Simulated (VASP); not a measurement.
# HfZrSe3 (R-3) in VASP: single point with r2SCAN

Aim: the single point of HfZrSe3 with r2SCAN.

All numbers are computed with VASP 6.6.1; they aren't measurements. Logs are shortened: lines on timing, memory, paths and dates and some standing lists are left out, and cuts for length are marked.

**1. The crystal as given**

It takes space group R-3 (No. 148, trigonal). Conventional cell: a = 6.483 Å, b = 6.483 Å, c = 19.438 Å, α = 90.00°, β = 90.00°, γ = 120.00°. Around Zr (site symmetry -3) lie 6 Se at 2.72 Å. Zr (site symmetry -3) has 6 Se at 2.72 Å as nearest neighbours. Hf (site symmetry 3) is surrounded by 6 Se at 2.72 Å. Around Se (site symmetry 1) lie 2 Zr at 2.72 Å and 2 Hf at 2.72 Å.

The cell was built by a generator and needn't be a form met in nature.

**2. Single point, r2SCAN**

The input, INCAR:

```
SYSTEM = HfZrSe3
PREC = Accurate
ENCUT = 520
EDIFF = 1E-6
ISMEAR = 0
SIGMA = 0.1
LREAL = .False.
LASPH = .True.
NELM = 150
ALGO = Normal
ISIF = 2
LWAVE = .False.
LCHARG = .False.
METAGGA = R2SCAN
LMIXTAU = .True.
KPAR = 8
```

The input, KPOINTS:

```
regular mesh
0
Gamma
  6 6 6
  0 0 0
```

The input, POSCAR:

```
HfZrSe3                                 
1.0
    3.2414941971      1.8714775812      6.4793934464
   -3.2414942204      1.8714775409      6.4793934464
    0.0000000233     -3.7429551121      6.4793934464
  Zr              Hf              Se            
     2     2     6
Direct
     0.0000000000000000    0.0000000000000000    0.0000000000000000
     0.5000000000000000    0.5000000000000000    0.5000000000000000
     0.3358888191560030    0.3358888191560030    0.3358888191560102
     0.6641111808439969    0.6641111808439969    0.6641111808439898
     0.2435764195486396    0.5781585901370241    0.9231841993530557
     0.9231841993530557    0.2435764195486325    0.5781585901370312
     0.5781585901370241    0.9231841993530628    0.2435764195486396
     0.7564235804513604    0.4218414098629759    0.0768158006469443
     0.0768158006469443    0.7564235804513675    0.4218414098629688
     0.4218414098629759    0.0768158006469371    0.7564235804513604
```

Potentials or basis: VASP PAW PBE potentials, release 64 (Zr_sv, Hf_pv, Se).

Launch:

```sh
$ cat potpaw_PBE.64/Zr_sv/POTCAR potpaw_PBE.64/Hf_pv/POTCAR potpaw_PBE.64/Se/POTCAR > POTCAR
$ mpirun -np 8 vasp_std > vasp.out
```

OUTCAR:

```text
SYSTEM = HfZrSe3
   PREC = Accurate
   ENCUT = 520
   EDIFF = 1E-6
   ISMEAR = 0
   LREAL = .False.
   LASPH = .True.
   NELM = 150
   ISIF = 2
   METAGGA = R2SCAN

 ion  position               nearest neighbor table
   1  0.000  0.000  0.000-   5 2.72   8 2.72   6 2.72   9 2.72   7 2.72  10 2.72   4 3.74   3 3.74
                             3 3.74   4 3.74   4 3.74   3 3.74
   2  0.500  0.500  0.500-   6 2.72   9 2.72   8 2.72   5 2.72   7 2.72  10 2.72   3 3.19   4 3.19

   3  0.336  0.336  0.336-   7 2.72   5 2.72   6 2.72   9 2.72  10 2.72   8 2.72   2 3.19   1 3.74
                             1 3.74   1 3.74   4 3.74   4 3.74   4 3.74
   4  0.664  0.664  0.664-  10 2.72   8 2.72   9 2.72   6 2.72   7 2.72   5 2.72   2 3.19   1 3.74
                             1 3.74   1 3.74   3 3.74   3 3.74   3 3.74
   5  0.244  0.578  0.923-   2 2.72   1 2.72   3 2.72   4 2.72
   6  0.923  0.244  0.578-   2 2.72   1 2.72   3 2.72   4 2.72
   7  0.578  0.923  0.244-   2 2.72   1 2.72   3 2.72   4 2.72
   8  0.756  0.422  0.077-   2 2.72   1 2.72   4 2.72   3 2.72
   9  0.077  0.756  0.422-   2 2.72   1 2.72   4 2.72   3 2.72
  10  0.422  0.077  0.756-   2 2.72   1 2.72   4 2.72   3 2.72

  LATTYP: Found a trigonal (rhomboedric) cell.
 ALAT       =     7.4827970974
 COS(alpha) =     0.6246879064

  Lattice vectors:

 A1 = (   3.2414941971,   1.8714775812,   6.4793934464)
 A2 = (  -3.2414942204,   1.8714775409,   6.4793934464)
 A3 = (   0.0000000233,  -3.7429551121,   6.4793934464)

Analysis of symmetry for initial positions (statically):
=====================================================================
 Subroutine PRICEL returns:
 Original cell was already a primitive cell.

 Routine SETGRP: Setting up the symmetry group for a
 trigonal (rhombohedral) supercell.

 Subroutine GETGRP returns: Found  6 space group operations
 (whereof  6 operations were pure point group operations)
 out of a pool of 12 trial point group operations.

The static configuration has the point symmetry S_6 .

Analysis of symmetry for dynamics (positions and initial velocities):
=====================================================================
 Subroutine PRICEL returns:
 Original cell was already a primitive cell.

 Routine SETGRP: Setting up the symmetry group for a
 trigonal (rhombohedral) supercell.

 Subroutine GETGRP returns: Found  6 space group operations
 (whereof  6 operations were pure point group operations)
 out of a pool of 12 trial point group operations.

The dynamic configuration has the point symmetry S_6 .

 Subroutine INISYM returns: Found  6 space group operations
[... 124 lines left out ...]
   NELECT =      80.0000    total number of electrons
   NUPDOWN=      -1.0000    fix difference up-down
   EMIN   =  10.00;   EMAX   =-10.00  energy-range for DOS
   EFERMI =   0.00;   METHOD = LEGACY
   ISMEAR =     0;   SIGMA  =   0.10  broadening in eV -4-tet -1-fermi 0-gaus
   EFERMI_NEDOS =   21; number of points for ismear=-14 and -15
   IALGO  =     38    algorithm
   IMIX   =      4    mixing-type and parameters
     AMIX     =   0.40;   BMIX     =  1.00
     AMIX_MAG =   1.60;   BMIX_MAG =  1.00
  volume/ion in A,a.u.               =      23.58       159.15
  Fermi-wavevector in a.u.,A,eV,Ry     =   1.141738  2.157571 17.736078  1.303565
  Thomas-Fermi vector in A             =   2.278437
   LORBIT       =      0    0 simple, 1 ext, 2 COOP (PROOUT), +10 PAW based schemes
   METAGGA = R2SCAN    functional components
   LHFCALC =     F    Hartree Fock is set to
   AEXX    =    0.0000 exact exchange contribution
   IVDW    =     0    specifies the selected vdW correction
   LEPSILON=     F    determine dielectric tensor
   LRPA    =     F    only Hartree local field effects (RPA)
 non-spin polarized calculation
 Gauss-broadening in eV      SIGMA  =   0.10
  energy-cutoff  :      520.00
  volume of cell :      235.84
 maximum number of plane-waves:      6382
   NGX = 27   NGY = 27   NGZ = 27

 number of electron      79.9999999 magnetization

 Free energy of the ion-electron system (eV)
  ---------------------------------------------------
  ext. energy  EPLUGINS =         0.00000000
  ---------------------------------------------------
  free energy    TOTEN  =      -236.72466101 eV

  energy without entropy =     -236.69929747  energy(sigma->0) =     -236.71197924

 E-fermi :   5.6952     XC(G=0): -10.5422

 val. band max:        5.6899973256   @ k =  -0.3333   0.1667  -0.0000
 cond. band min:       5.7000387836   @ k =   0.5000   0.3333   0.1667
 fundamental gap:      0.0100414579
 Fermi energy:         5.6951593667

 k-point     1 :       0.0000    0.0000    0.0000
  band No.  band energies     occupation
      1     -46.1205      2.00000
      2     -46.0515      2.00000
      3     -27.4793      2.00000
      4     -27.4793      2.00000
      5     -27.4181      2.00000
      6     -27.4181      2.00000
[... 1213 lines left out ...]
     47       7.5115      0.00000
     48       7.9874      0.00000

 [... further k-points ...]

------------------------ aborting loop because EDIFF is reached ----------------------------------------

  FORCE on cell =-STRESS in cart. coord.  units (eV):
  Direction    XX          YY          ZZ          XY          YZ          ZX
  --------------------------------------------------------------------------------------
  -------------------------------------------------------------------------------------
  Total       -0.8630295     -0.8630295     -3.2310227     -0.0000006     -0.0000000      0.0000000
  in kB       -5.8630114     -5.8630115    -21.9500301     -0.0000041     -0.0000000      0.0000000
  external PRESSURE =     -11.2253510 kB  Pullay stress =       0.0000000 kB

 VOLUME and BASIS-vectors are now :
 -----------------------------------------------------------------------------
  energy-cutoff  :      520.00
  volume of cell :      235.84
      direct lattice vectors                 reciprocal lattice vectors
     3.241494197  1.871477581  6.479393446     0.154249851  0.089056194  0.051445145
    -3.241494220  1.871477541  6.479393446    -0.154249852  0.089056192  0.051445145
     0.000000023 -3.742955112  6.479393446     0.000000001 -0.178112386  0.051445145

 POSITION                                       TOTAL-FORCE (eV/Angst)
 -----------------------------------------------------------------------------------
      0.00000      0.00000      0.00000         0.000000      0.000000      0.000000
      0.00000      0.00000      9.71909         0.000000      0.000000      0.000000
      0.00000      0.00000      6.52907         0.000000      0.000000      0.047677
      0.00000      0.00000     12.90911         0.000000     -0.000000     -0.047677
     -1.08455     -1.91758     11.30602         0.040069      0.032243      0.206984
      2.20294      0.01954     11.30602        -0.047958      0.018579      0.206984
     -1.11840      1.89803     11.30602         0.007889     -0.050822      0.206984
      1.08455      1.91758      8.13216        -0.040069     -0.032243     -0.206984
     -2.20294     -0.01954      8.13216         0.047958     -0.018579     -0.206984
      1.11840     -1.89803      8.13216        -0.007889      0.050822     -0.206984
 -----------------------------------------------------------------------------------
    total drift:                                0.000000     -0.000000      0.000000

  FREE ENERGIE OF THE ION-ELECTRON SYSTEM (eV)
  ---------------------------------------------------
  free  energy   TOTEN  =      -236.7246610118 eV

  energy  without entropy=     -236.6992974680  energy(sigma->0) =     -236.71197924
```

OSZICAR:

```text
N       E                     dE             d eps       ncg     rms          rms(c)
DAV:   1     0.421688252737E+03    0.42169E+03   -0.40266E+04  3872   0.157E+03
DAV:   2    -0.206842951110E+03   -0.62853E+03   -0.61034E+03  4640   0.378E+02
DAV:   3    -0.258809756728E+03   -0.51967E+02   -0.50971E+02  5448   0.861E+01
[... 13 lines left out ...]
DAV:  17    -0.236724408998E+03   -0.18840E-03   -0.31149E-04  5128   0.710E-02    0.198E-02
DAV:  18    -0.236724602849E+03   -0.19385E-03   -0.48209E-04  5088   0.104E-01    0.475E-02
DAV:  19    -0.236724601251E+03    0.15971E-05   -0.17013E-05  5136   0.165E-02    0.483E-02
DAV:  20    -0.236724640753E+03   -0.39501E-04   -0.32589E-05  5040   0.268E-02    0.273E-02
DAV:  21    -0.236724660671E+03   -0.19918E-04   -0.36123E-05  5152   0.245E-02    0.657E-03
DAV:  22    -0.236724661012E+03   -0.34078E-06   -0.11354E-06  2888   0.501E-03
   1 F= -.23672466E+03 E0= -.23671198E+03  d E =-.253635E-01
```

stdout:

```text
POSCAR found type information on POSCAR ZrHfSe
 POSCAR found :  3 types and      10 ions
 scaLAPACK will be used
 -----------------------------------------------------------------------------
|                                                                             |
|           W    W    AA    RRRRR   N    N  II  N    N   GGGG   !!!           |
|           W    W   A  A   R    R  NN   N  II  NN   N  G    G  !!!           |
[... 21 lines left out ...]
 -----------------------------------------------------------------------------

 LDA part: xc-table for (None), standard interpolation
 POSCAR, INCAR and KPOINTS ok, starting setup
 FFT: planning ... GRIDC
 FFT: planning ... GRID_SOFT
 FFT: planning ... GRID
 WAVECAR not read
 entering main loop
```

Run time: 5.3 min. Hardware: 8 MPI ranks of Intel Xeon 6975P-C (Granite Rapids), shared host; peak memory 0.74 GiB.

Results:

| Quantity | Value |
| --- | --- |
| Free energy | -236.7247 eV |
| Pressure | -1.1 GPa |
| Largest force | 0.213 eV/Å |
| Band gap on the k mesh | none (metal or under the smearing width) |

Forces in eV/Å, atoms in the order of the input:
```
Zr   0.000  0.000  0.000
Zr   0.000  0.000  0.000
Hf   0.000  0.000  0.048
Hf   0.000  0.000 -0.048
Se   0.040  0.032  0.207
Se  -0.048  0.019  0.207
Se   0.008 -0.051  0.207
Se  -0.040 -0.032 -0.207
Se   0.048 -0.019 -0.207
Se  -0.008  0.051 -0.207
```

Stress tensor (GPa, compression positive):
```
-0.59  0.00  0.00
 0.00 -0.59  0.00
 0.00  0.00 -2.20
```

Caveat: the PAW data sets were made with another functional, which shifts forces and pressure a little. Spin-orbit coupling is left out, which matters for the levels of Hf.
